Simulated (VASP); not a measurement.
Bi$_{2}$Se$_{3}$ (tetradymite): the formation energy from VASP (plane waves, PAW) at several levels of theory. The references are the elements' solids at the same level; no temperature or zero-point terms are added.    Without a dispersion term in the relaxation, distances and binding between the weakly bound layers, chains or molecules are unreliable, and so is what depends on them. Spin-orbit coupling is left out, which shifts such energies by up to tenths of an eV for the heavy elements here.

| level | formation energy (eV/atom) |
|---|---|
| LDA | -0.364 |
| PBE | -0.389 |

The cell of the LDA run:

```yaml
crystal:
  lattice:
    - [9.36466, -2.05543, -0.02363]
    - [9.36466, 2.05543, -0.02363]
    - [8.92243, 0.00000, 3.50890]
  atoms:
    - { symbol: Bi, position: [0.40141, 0.40141, 0.40141] }
    - { symbol: Bi, position: [0.59859, 0.59859, 0.59859] }
    - { symbol: Se, position: [0.00000, 0.00000, 0.00000] }
    - { symbol: Se, position: [0.20914, 0.20914, 0.20914] }
    - { symbol: Se, position: [0.79086, 0.79086, 0.79086] }
```

Only levels that ran to the end are used. Left out are those held back, those with too coarse a band path, GW runs whose mesh misses a band edge, hybrids' fits of cells that aren't cubic and levels without matching references; a question may draw on a part of the rest.
